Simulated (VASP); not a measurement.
Consider the following.

```
Ta
1.0
   -1.62993     1.62993     1.62993
    1.62993    -1.62993     1.62993
    1.62993     1.62993    -1.62993
Ta
1
Cartesian
  0.00000   0.00000   0.00000
```

Computed with LDA (Ceperley-Alder, Perdew-Zunger), VASP's LDA PAW potentials (set 64) (plane waves; VASP). Numerical set-up: 400 eV cut-off, 14×14×14 Γ-centred mesh, first-order Methfessel-Paxton smearing of 0.10 eV, potentials Ta_pv.

Unless said otherwise, spin-orbit coupling is left out, though it shifts the bands of the heavy elements here.

**Question.** Estimate the energy per atom (σ→0), band gap (on the k-mesh) with the smallest direct gap where there is one.

**Answer.** 
```json
{
  "band gap (on the k-mesh)": "none (metal, semimetal or under 0.01 eV)",
  "energy per atom (σ→0)": "-12.831 eV/atom"
}
```

The compound is Ta in the bcc structure. It was relaxed first. The start is the result of an earlier pass.
